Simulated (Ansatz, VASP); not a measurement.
# GdAgGe: VASP beside Ansatz, part 2 of 2

Wanted: the spread between two codes on one cell, functional and k mesh.

VASP 6.6.1 and Ansatz 0.2.0.

So far. Step 2 (VASP: single point, PBEsol, DFT+U): The run ends at a pressure of -2.45 GPa, with forces up to 0.015 eV/Å.

## 3. Ansatz: single point, PBEsol, DFT+U

Level of this step: Ansatz beside VASP: Kohn-Sham DFT, plane waves, PBEsol, DFT+U (Ansatz).

Ansatz runs on its default PAW (the set named soft_2) files.

The same cell, functional, mesh and smearing now go to Ansatz, which takes its cutoff from its data sets.

input.yaml

```yaml
crystal:
  lattice:
    - [7.1654, 0.0, 0.0]
    - [-3.5827, 6.2054184283, 0.0]
    - [0.0, 0.0, 4.2341]
  atoms:
    - { symbol: Gd, position: [0.41674, 0.0, 0.0], spin: 7.0 }
    - { symbol: Gd, position: [0.58326, 0.58326, 0.0], spin: 7.0 }
    - { symbol: Gd, position: [0.0, 0.41674, 0.0], spin: 7.0 }
    - { symbol: Ag, position: [0.75131, 0.0, 0.5] }
    - { symbol: Ag, position: [0.24869, 0.24869, 0.5] }
    - { symbol: Ag, position: [0.0, 0.75131, 0.5] }
    - { symbol: Ge, position: [0.6666666667, 0.3333333333, 0.5] }
    - { symbol: Ge, position: [0.3333333333, 0.6666666667, 0.5] }
    - { symbol: Ge, position: [0.0, 0.0, 0.0] }
hamiltonian:
  xc: pbesol
  pseudopotentials: { kind: paw }
  hubbard: { sites: [{ species: Gd, l: f, u_eff: 6.0 }] }
magnetization:
  spin_polarized: true
kpoints:
  mp_grid: { grid: [8, 8, 10] }
scf:
  occupations: { method: fermi_dirac, width: 0.05 }
  n_extra_bands: 18
output:
  forces: true
  stress: true
  eigenvalues: true
  write_density: true
  write_potential: true
  elf: true
  volumetric_format: npy
```

Command:

```bash
> ansatz run input.yaml --threads 4 --pin off --max-ram 9216MiB --backend cpu --events-out ev --progress --plain --runs-dir out
```

Numbers of over 12 decimals in the logs are rounded to 6 here.

The log of the run:

```text
Warning: the band count 95 (scf.n_extra_bands) hosts the net moment |M| = 21.0000 μB (N_el = 153) but caps the reachable moment at 2·n_bands − N_el = 37.0000 μB, below the 105 bands that the automatic rule leaves for it — a moment growing past the seed, or the majority channel's smearing tail, pins there with fewer empty majority states than that count leaves; raise or omit scf.n_extra_bands unless the cap is intended
Gd: projections on atomic orbitals take those of the free atom [Kr 4d10] 4f7 5s2 5p6 5d1 6s2, of charge +0.00 (hamiltonian.pseudopotentials.projection_atoms); the dataset's partial waves leave at most 2.5e-4 of an orbital's norm unspanned inside its sphere
Ag: projections on atomic orbitals take those of the free atom [Ar 3d10] 4s2 4p6 4d10 5s1, of charge +0.00 (hamiltonian.pseudopotentials.projection_atoms); the dataset's partial waves leave at most 1.2e-5 of an orbital's norm unspanned inside its sphere
Ge: projections on atomic orbitals take those of the free atom [Ar] 3d10 4s2 4p2, of charge +0.00 (hamiltonian.pseudopotentials.projection_atoms); the dataset's partial waves leave at most 1.2e-6 of an orbital's norm unspanned inside its sphere
scf.n_extra_bands = 18 over 77 filled bands (N_el = 153.0): the run solves 95 bands
Engine: ansatz 0.2.0, aarch64-unknown-linux-gnu
Pseudopotentials: kind: paw
Pseudopotential: Gd, paw, valence charge 18, recommended cutoff 420 eV (normal), Gd.paw.azcp
Pseudopotential: Ag, paw, valence charge 19, recommended cutoff 420 eV (normal), Ag.paw.azcp
Pseudopotential: Ge, paw, valence charge 14, recommended cutoff 420 eV (normal), Ge.paw.azcp
Functional definition: PBEsol
  exchange = pbesol_x
  correlation = pbesol_c
Crystal: 9 atoms, lattice volume = 188.266 Å³
Basis set: ecut = 420 eV, 3645 PW (Γ), exchange–correlation on 96×96×60 points (8 copies of the dense FFT grid, shifted against one another)
Bands: 100, of which v1, the nominal top of the filled ones, is band 77 counted from 1 (76 counted from 0)
Symmetry: 12 space group operations
Space group: P-62m (ITA 189), of the structure as read, at distance tolerance 5.7e-5 Å
Magnetic group: BNS 189.221 (UNI 1451), of the structure as read, at distance tolerance 5.7e-5 Å
k-points: 60 of 640 (time reversal used)
Non-local potential: Gd, projectors of the file, l = 0: 3, l = 1: 2, l = 2: 2, l = 3: 3
Non-local potential: Ag, projectors of the file, l = 0: 3, l = 1: 2, l = 2: 2, l = 3: 1
Non-local potential: Ge, projectors of the file, l = 0: 2, l = 1: 2, l = 2: 3, l = 3: 1
PAW form: soft (Blöchl's): semilocal exchange-correlation on the pseudo side does not see the compensation charge
PAW frozen core: Gd, regenerated for the run's functional, and the local potential with it (the file was generated under x = pbe(κ = 0.804, μ = 0.219515), c = pbe(β = 0.066725))
PAW frozen core: Ag, regenerated for the run's functional, and the local potential with it (the file was generated under x = pbe(κ = 0.804, μ = 0.219515), c = pbe(β = 0.066725))
PAW frozen core: Ge, regenerated for the run's functional, and the local potential with it (the file was generated under x = pbe(κ = 0.804, μ = 0.219515), c = pbe(β = 0.066725))
PAW one-centre angular grid: Gd, 590 points (default); XC on 64 Gauss nodes
PAW one-centre angular grid: Ag, 590 points (default); XC on 64 Gauss nodes
PAW one-centre angular grid: Ge, 590 points (default); XC on 64 Gauss nodes
Initial density: superposition of atomic densities (chi_scale 0.1, normalization cell, long waves kept (reshape's long-wave potential 0.01 eV rms))
Initial wavefunctions: pseudopotential atomic-orbital guess
Functional: x = pbesol(κ = 0.804, μ = 0.123457), c = pbesol(β = 0.046)
SCF iter   1: F=—  HF=-63033.752955 eV  |F-HF|=—  |Δ(HF+E_count)|=         —  Δρ=1.14e-1 (↑1.14e-1 ↓1.13e-1)  dr2=1.92e2  dr2_m=6.37e-1  M=21.586 μB ∫|m|=21.862 μB  β_m=0.30  ethr=3.10e-3  ⟨swp⟩=5.1  Hψ=36945  notcnv=0  defer=247
preconditioner: auto → Kerker (q_TF=auto, 2.636 Å⁻¹)  [metal: Δε(μ)=0.004 eV  Ē_g=13.664 eV  σ=0.050 eV  W_gap=0.02  n_scr=56 (ndim 8)  ℏωp=30.0 eV  f_vac=0.000  D(μ)=7.56/eV (n_scr^D=68)]
spin=Collinear: Kerker preconditioning applied to the charge; magnetization (m = ρ↑ − ρ↓) channel mixes plain (no charge-response kernel on spin).
SCF iter   2: F=—  HF=-63017.114652 eV  |F-HF|=—  |Δ(HF+E_count)|=    1.66e1  Δρ=2.95e-2 (↑2.44e-2 ↓2.95e-2)  dr2=9.10e0  dr2_m=5.51e-1  M=21.206 μB ∫|m|=21.485 μB  β_m=0.31  ethr=3.10e-3  ⟨swp⟩=2.4  Hψ=25842  notcnv=0
SCF iter   3: F=—  HF=-63016.800801 eV  |F-HF|=—  |Δ(HF+E_count)|=   3.14e-1  Δρ=2.39e-2 (↑1.79e-2 ↓2.39e-2)  dr2=4.67e0  dr2_m=3.77e-1  M=21.265 μB ∫|m|=21.615 μB  β_m=0.52  ethr=3.10e-3  ⟨swp⟩=1.5  Hψ=14067  notcnv=0
SCF iter   4: F=—  HF=-63017.037050 eV  |F-HF|=—  |Δ(HF+E_count)|=   2.36e-1  Δρ=5.40e-3 (↑4.56e-3 ↓5.40e-3)  dr2=3.45e-1  dr2_m=1.50e-3  M=21.218 μB ∫|m|=21.780 μB  β_m=0.60  ethr=3.05e-3  ⟨swp⟩=3.0  Hψ=20635  notcnv=0  defer=1
SCF iter   5: F=—  HF=-63016.945922 eV  |F-HF|=—  |Δ(HF+E_count)|=   9.11e-2  Δρ=2.75e-3 (↑2.75e-3 ↓2.22e-3)  dr2=5.48e-2  dr2_m=3.93e-3  M=21.192 μB ∫|m|=21.787 μB  β_m=0.69  ethr=2.25e-4  ⟨swp⟩=3.7  Hψ=26334  notcnv=0
SCF iter   6: F=—  HF=-63016.943692 eV  |F-HF|=—  |Δ(HF+E_count)|=   2.23e-3  Δρ=9.79e-4 (↑9.79e-4 ↓9.54e-4)  dr2=2.22e-2  dr2_m=7.00e-5  M=21.189 μB ∫|m|=21.783 μB  β_m=0.76  ethr=3.58e-5  ⟨swp⟩=2.0  Hψ=21577  notcnv=0
SCF iter   7: F=—  HF=-63016.938556 eV  |F-HF|=—  |Δ(HF+E_count)|=   5.14e-3  Δρ=5.79e-4 (↑5.39e-4 ↓5.79e-4)  dr2=3.99e-3  dr2_m=2.77e-6  M=21.182 μB ∫|m|=21.781 μB  β_m=0.88  ethr=1.45e-5  ⟨swp⟩=2.0  Hψ=21522  notcnv=0
SCF iter   8: F=—  HF=-63016.938191 eV  |F-HF|=—  |Δ(HF+E_count)|=   3.65e-4  Δρ=3.18e-4 (↑3.11e-4 ↓3.18e-4)  dr2=1.05e-3  dr2_m=3.52e-5  M=21.180 μB ∫|m|=21.779 μB  β_m=0.76  ethr=2.61e-6  ⟨swp⟩=2.1  Hψ=17514  notcnv=0
SCF iter   9: F=—  HF=-63016.937864 eV  |F-HF|=—  |Δ(HF+E_count)|=   3.27e-4  Δρ=1.85e-4 (↑1.02e-4 ↓1.85e-4)  dr2=2.80e-4  dr2_m=8.09e-6  M=21.180 μB ∫|m|=21.778 μB  β_m=0.88  ethr=6.83e-7  ⟨swp⟩=2.7  Hψ=22031  notcnv=0
SCF iter  10: F=—  HF=-63016.937801 eV  |F-HF|=—  |Δ(HF+E_count)|=   6.23e-5  Δρ=7.25e-5 (↑4.05e-5 ↓7.25e-5)  dr2=1.29e-5  dr2_m=1.80e-6  M=21.179 μB ∫|m|=21.776 μB  β_m=0.80  ethr=1.83e-7  ⟨swp⟩=2.0  Hψ=19947  notcnv=0
Bands: 95, of which v1, the nominal top of the filled ones, is band 77 counted from 1 (76 counted from 0)
Initial density: handed on by an earlier stage of this run
iter 1 solved again at ethr=8.74e-9 eV; its pass at ethr=6.54e-7 eV (dr2=1.34e-5 eV) is discarded
SCF iter   1: F=—  HF=-63016.937806 eV  |F-HF|=—  |Δ(HF+E_count)|=         —  Δρ=6.19e-5 (↑4.04e-5 ↓6.19e-5)  dr2=1.08e-5  dr2_m=1.18e-6  M=21.179 μB ∫|m|=21.776 μB  ethr=8.74e-9  ⟨swp⟩=2.7  Hψ=86044  notcnv=0
iteration 1: the SCF starts in the orbital order of the open f shells that the search before it chose, by its bands or by converging an SCF in each of two, with that order's moments; no other order was found more than 0.2 meV higher (one found slightly lower counts as degenerate)
preconditioner: auto → Kerker (q_TF=auto, 2.636 Å⁻¹)  [metal: Δε(μ)=0.018 eV  Ē_g=14.877 eV  σ=0.050 eV  W_gap=0.09  n_scr=56 (ndim 8)  ℏωp=30.0 eV  f_vac=0.000  D(μ)=1.28/eV (n_scr^D=6)]
spin=Collinear: Kerker preconditioning applied to the charge; magnetization (m = ρ↑ − ρ↓) channel mixes plain (no charge-response kernel on spin).
SCF iter   2: F=—  HF=-63016.937819 eV  |F-HF|=—  |Δ(HF+E_count)|=         —  Δρ=7.92e-5 (↑7.92e-5 ↓7.05e-5)  dr2=4.85e-5  dr2_m=2.21e-7  M=21.179 μB ∫|m|=21.776 μB  β_m=0.30  ethr=7.08e-9  ⟨swp⟩=2.3  Hψ=20941  notcnv=0
Mixer restart at iter 2: flushing history
SCF iter   3: F=—  HF=-63016.937808 eV  |F-HF|=—  |Δ(HF+E_count)|=   1.05e-5  Δρ=3.44e-5 (↑3.44e-5 ↓3.13e-5)  dr2=1.21e-5  dr2_m=2.88e-8  M=21.179 μB ∫|m|=21.776 μB  β_m=0.40  ethr=7.08e-9  ⟨swp⟩=2.0  Hψ=20271  notcnv=0
SCF iter   4: F=—  HF=-63016.937805 eV  |F-HF|=—  |Δ(HF+E_count)|=   2.84e-6  Δρ=7.82e-6 (↑6.94e-6 ↓7.82e-6)  dr2=1.17e-6  dr2_m=8.13e-10  M=21.179 μB ∫|m|=21.776 μB  β_m=0.66  ethr=7.08e-9  ⟨swp⟩=2.0  Hψ=15567  notcnv=0
SCF iter   5: F=—  HF=-63016.937805 eV  |F-HF|=—  |Δ(HF+E_count)|=   3.20e-7  Δρ=1.89e-6 (↑1.78e-6 ↓1.89e-6)  dr2=6.63e-8  dr2_m=4.84e-10  M=21.179 μB ∫|m|=21.776 μB  β_m=0.67  ethr=7.67e-10  ⟨swp⟩=2.0  Hψ=16253  notcnv=0
SCF iter   6: F=-63016.937805 eV  HF=-63016.937805 eV  |F-HF|=5.27e-9  |Δ(HF+E_count)|=   1.34e-8  Δρ=9.20e-7 (↑8.16e-7 ↓9.20e-7)  dr2=9.68e-9  dr2_m=4.03e-11  M=21.179 μB ∫|m|=21.776 μB  ethr=4.33e-11  ⟨swp⟩=6.6  Hψ=76275  notcnv=0
SCF 1 converged in 6 iterations: F = -63016.937805 eV  dr2 = 9.68e-9
  greatest PAW one-centre occupation: 1.001 electrons in one spin orbital (limit 2), on the Ag atom at site 5 (counted from 0), in its partial waves of l = 0
SCF converged after 16 iterations (10 of them in the search for the orbital order of the open f shells)
Magnetization: 21.1785 μB (87.0893 up, 65.9107 down)
Absolute magnetization: 21.7742 μB (∫|ρ↑−ρ↓|, with the PAW one-centre terms)
Spin contamination: 0.0519 ħ² per cell (⟨S²⟩ above its minimum at these occupations)
Per-site moments (μB) at R_I (Å): [(7.051748, 1.231770), (7.051748, 1.231770), (7.051748, 1.231770), (-0.022490, 1.131276), (-0.022490, 1.131276), (-0.022490, 1.131276), (-0.061779, 1.131276), (-0.061779, 1.131276), (-0.039981, 1.141462)]
Free energy (F): -63016.937805 eV
Harris-Foulkes:  -63016.937805 eV  (|F-HF|=5.27e-9)
Internal energy: -63016.926858 eV  (E = F + TS)
E sigma→0 (E₀):  -63016.932331 eV
Entropy (-TS):   -0.010947 eV (-1.216 meV/atom)
Fermi energy:    14.529786 eV
--- Per-component energies (eV) ---
  E_band       = -1113.583249
  E_kinetic    = 3133.130295
  E_local      = -19509.324149  (includes V_loc(G=0)·N_el)
  E_nonlocal   = 2366.923948
  E_hartree    = 8549.642743
  E_xc         = -1477.994013
  E_vxc        = -1663.762345  (∫ρ·V_xc dr)
  E_hubbard    = 0.219935  (on-site DFT+U / exact-exchange correction)
  E_vhub       = -62.713873  (the Hubbard potential's part of the band-sum identity)
  E_paw        = -36472.055413  (= ΣΔE_a)
  E_vpaw       = -2477.122526  (= ΣTr[D̂ρ^β])
  E_aug_tail   = 0.001644  (compensation charges beyond the density's cutoff)
  E_ewald      = -19613.177387
  E_core_change = 5.705538  (= ΣΔE_core)
  E_smearing   = -0.010947  (= −TS)
  E_closure    = 0.000000  (closes the sum)
  Σ components = -63016.937805   (vs F -63016.937805, Δ=0.00e0)
--- Forces (eV/Å), atoms counted from 1 ---
  atom   1  Gd    -0.01561733     0.00000000     0.00000000
  atom   2  Gd     0.00780866     0.01352500     0.00000000
  atom   3  Gd     0.00780866    -0.01352500     0.00000000
  atom   4  Ag    -0.01516508     0.00000000     0.00000000
  atom   5  Ag     0.00758254     0.01313334     0.00000000
  atom   6  Ag     0.00758254    -0.01313334     0.00000000
  atom   7  Ge    -0.00000000     0.00000000     0.00000000
  atom   8  Ge    -0.00000000    -0.00000000     0.00000000
  atom   9  Ge    -0.00000000    -0.00000000     0.00000000
  max |Σ_I F_I| component: 1.76e-16 eV/Å
--- Stress (GPa, compression-positive) ---
       -2.297425       0.000000       0.000000
        0.000000      -2.297425       0.000000
        0.000000       0.000000      -2.121697
  P = ⅓ Tr σ = -2.2388 GPa (-22.388 kbar)
--- Band table (eV; the first three rows and the last of 120) ---
  k-point 0 ↑: bands = [... 73 lower, 9.6596, 9.8287, 9.8287, 10.0088, 10.8581, 10.8581, 10.9406, 11.6649, ... 14 higher]
  k-point 1 ↑: bands = [... 73 lower, 9.6750, 9.8289, 9.8289, 10.0063, 10.8766, 10.8766, 10.9341, 11.7387, ... 14 higher]
  k-point 2 ↑: bands = [... 73 lower, 9.7096, 9.8355, 9.8355, 10.0082, 10.8950, 10.8950, 10.9175, 12.0000, ... 14 higher]
  k-point 59 ↓: bands = [... 73 lower, 17.1853, 17.3848, 17.5397, 17.5522, 17.5909, 17.5946, 17.5962, 17.6367, ... 14 higher]
Occupation matrices written to <dir>
```

Wall time 3.8 min (4 threads of Arm Neoverse V1, shared host); peak memory 2.4 GiB.

The run ends at a pressure of -2.24 GPa, with forces up to 0.016 eV/Å.

## 4. Differences

Known differences besides the potentials themselves: U acts on the PAW sphere in VASP and on atomic orbitals in Ansatz, so only states and trends compare; the data sets hold 153 valence electrons in Ansatz (default PAW (the set named soft_2) files) and 129 in VASP; the cutoff is 420 eV in Ansatz and 420 eV in VASP (PREC = Normal); Ansatz makes its cores anew for this functional, VASP keeps those of its PBE data sets; site moments are counted in spheres of each program's own size. Total energies have different zeros and are not compared.

The two programs side by side:

| quantity | Ansatz | VASP | difference |
| --- | --- | --- | --- |
| pressure (GPa) | -2.24 | -2.45 | +0.21 |
| total moment (μB) | 21.18 | 21.17 | +0.01 |
| moment on Gd1 (μB) | 7.05 | 6.91 | +0.15 |
| moment on Gd2 (μB) | 7.05 | 6.91 | +0.15 |
| moment on Gd3 (μB) | 7.05 | 6.91 | +0.15 |
| moment on Ge7 (μB) | -0.06 | -0.06 | 0.00 |
| moment on Ge8 (μB) | -0.06 | -0.06 | 0.00 |

At this near-relaxed geometry the largest component of a force difference is 3 meV/Å. VASP's last cycles still show a density residual of 2e-02, so its state may not be settled.

## 5. Summary of results

| Quantity | Value |
| --- | --- |
| difference in total moment (single point, PBEsol, DFT+U) | 0.0089 μB |

In words: The difference in total moment is 0.0089 μB (single point, PBEsol, DFT+U). How closely two codes agree says nothing of how well the functional describes the real material.

[Lines on the potential files, build, host, timing and source positions are cut from VASP's logs without a mark.]

[Logs are printed without paths, hosts, clocks, repeated set-up lines and the standing remarks that a program may print on its own settings, such as how far it seeks lower states.]

[Hosts, paths, dates, database ids (printed as entryN), source tags and the programs' standing remarks are cut or masked in the printed files.]
